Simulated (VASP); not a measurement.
```yaml
crystal:
  lattice:
    - [3.15850, 0.00000, 0.00000]
    - [0.00000, 3.15850, 0.00000]
    - [0.00000, 0.00000, 3.15850]
  atoms:
    - { symbol: Zn, position: [0.50000, 0.50000, 0.50000] }
    - { symbol: Au, position: [0.00000, 0.00000, 0.00000] }
```

Computed with optB86b-vdW, VASP's PBE PAW potentials (set 64) (plane waves; VASP). Numerical set-up: 520 eV cut-off, 12×12×12 Γ-centred mesh, first-order Methfessel-Paxton smearing of 0.10 eV, potentials Zn Au.

Unless said otherwise, spin-orbit coupling is left out, though it shifts the bands of the heavy elements here.

### Question
What does the run give for the energy per atom (σ→0), band gap (on the k-mesh) with the smallest direct gap where there is one?

### Answer

```
Property                                                    Result
------------------------  ----------------------------------------
band gap (on the k-mesh)  none (metal, semimetal or under 0.01 eV)
energy per atom (σ→0)                                0.350 eV/atom
```

Only differences to runs with the same potentials and settings are physical.

The compound is AuZn in the CsCl type structure. It was relaxed first. The electron count is odd and the run is not spin-polarised, which forces a metal.
